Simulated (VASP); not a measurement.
Consider the following.

```
NaH
1.0
    0.00000     2.39510     2.39510
    2.39510     0.00000     2.39510
    2.39510     2.39510     0.00000
Na H
1 1
Cartesian
  0.00000   0.00000   0.00000
  2.39510   2.39510   2.39510
```

All values below come from optB88-vdW, VASP's PBE PAW potentials (set 64) (plane waves; VASP). Settings: 520 eV cut-off, Gaussian smearing of 0.050 eV, potentials Na_pv H.

### Question
Give the energies of bands 4 to 7 at the high-symmetry points, in eV from the valence-band maximum.

### Answer

```tsv
band	Γ	X	U	L	W
4	-3.58	-0.18	-0.11	-0.83	0.00
5	10.76	4.94	5.64	4.01	6.35
6	16.03	10.51	6.65	11.21	6.35
7	16.03	10.95	11.55	13.67	8.63
```

The gap is indirect, 4.02 eV, from the valence maximum at W to the conduction minimum at L.

The compound is NaH in the rock salt structure. It was relaxed first, which changed the volume by -5 %.
